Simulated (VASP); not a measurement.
Crystal: LiYHg.

```
CELL_PARAMETERS angstrom
4.21794 0.00000 0.00000
0.00000 4.21794 0.00000
0.00000 0.00000 5.25109
ATOMIC_POSITIONS crystal
Li 0.50000 0.50000 0.50000
Y 0.00000 0.00000 0.00000
Hg 0.50000 0.50000 0.00000
```

The cell was built by a generator and needn't be a form met in nature.

- Program: VASP 6.6.1
- Task: relaxation of cell and atoms
- Functional: PBE
- Potentials or basis: VASP PAW PBE potentials, release 54 (Li, Y_sv, Hg)
- Cutoff: 600 eV
- k mesh: 6 × 6 × 5
- Occupations: fermi-dirac, width 0.05 eV
- Spin: no spin polarisation

At the start: pressure 0.1 GPa; volume 31.14 Å³/atom.

**Question.** How do energy, volume and symmetry change on relaxing?

**Answer.** Over 9 steps the energy falls by 7.4 meV/atom; space group P4/mmm (No. 123, to 0.05 Å).

Step by step:
| step | energy change (eV) | largest force (eV/Å) | pressure (GPa) | volume (Å³) |
| --- | --- | --- | --- | --- |
| 1 | 0.0000 | 0.0000 | 0.05 | 93.42 |
| 2 | -0.0221 | 0.0000 | -0.05 | 93.56 |
| 3 | -0.0221 | 0.0000 | -0.05 | 93.56 |
| 4 | -0.0221 | 0.0000 | -0.06 | 93.56 |
| 5 | -0.0219 | 0.0000 | -0.08 | 93.49 |
| 6 | -0.0221 | 0.0000 | -0.07 | 93.55 |
| 7 | -0.0221 | 0.0000 | -0.07 | 93.55 |
| 8 | -0.0221 | 0.0000 | 0.01 | 93.39 |
| 9 | -0.0221 | 0.0000 | 0.01 | 93.42 |

Final structure:
```yaml
crystal:
  lattice:
    - [4.20756, 0.00000, 0.00000]
    - [0.00000, 4.20756, 0.00000]
    - [0.00000, 0.00000, 5.27671]
  atoms:
    - { symbol: Li, position: [0.50000, 0.50000, 0.50000] }
    - { symbol: Y, position: [0.00000, 0.00000, 0.00000] }
    - { symbol: Hg, position: [0.50000, 0.50000, 0.00000] }
```
